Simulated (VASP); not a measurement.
Al2SiF2:

```xyz
5
Lattice="-1.8000 1.8000 5.1500 1.8000 -1.8000 5.1500 1.8000 1.8000 -5.1500" Properties=species:S:1:pos:R:3 pbc="T T T"
Al    0.0000    0.0000    3.6050
Al    0.0000    0.0000    6.6950
Si    0.0000    0.0000    0.0000
F     0.0000    1.8000    2.5750
F     1.8000    0.0000    2.5750
```

The cell was built by a generator and needn't be a form met in nature.

| Item | Value |
| --- | --- |
| Program | VASP 6.6.1 |
| Task | relaxation of cell and atoms |
| Functional | PBE |
| Potentials or basis | VASP PAW PBE potentials, release 64 (Al, Si, F) |
| Cutoff | 520 eV |
| k mesh | 5 × 5 × 5 |
| Occupations | gaussian, width 0.15 eV |
| Spin | no spin polarisation |

At the start: pressure 4.3 GPa; volume 13.35 Å³/atom.

Q: How do energy, volume and symmetry change on relaxing?

A: Over 8 steps the energy falls by 359.5 meV/atom and the volume is 12.57 Å³/atom (-5.8 %); space group I4/mmm (No. 139, to 0.05 Å).

The path:
| step | energy change (eV) | largest force (eV/Å) | pressure (GPa) | volume (Å³) |
| --- | --- | --- | --- | --- |
| 1 | 0.0000 | 3.3826 | 4.26 | 66.74 |
| 2 | -1.1142 | 1.1575 | -5.09 | 70.13 |
| 3 | -1.2764 | 0.0411 | -8.30 | 71.63 |
| 4 | -1.7204 | 1.0525 | -3.70 | 64.80 |
| 5 | -1.7205 | 1.0291 | -3.66 | 64.94 |
| 6 | -1.7916 | 0.0622 | 1.72 | 61.81 |
| 7 | -1.7951 | 0.1379 | 0.82 | 62.35 |
| 8 | -1.7974 | 0.0116 | -0.06 | 62.85 |

Final structure:
```xyz
5
Lattice="-1.6559 1.6559 5.7308 1.6559 -1.6559 5.7308 1.6559 1.6559 -5.7308" Properties=species:S:1:pos:R:3 pbc="T T T"
Al    0.0000    0.0000    4.2894
Al    0.0000    0.0000    7.1723
Si    1.6559    1.6559   -5.7308
F     0.0000    1.6559    2.8654
F     1.6559    0.0000    2.8654
```

Caveat: the k mesh is coarse (spacing up to 0.49 Å⁻¹), so the values aren't converged.
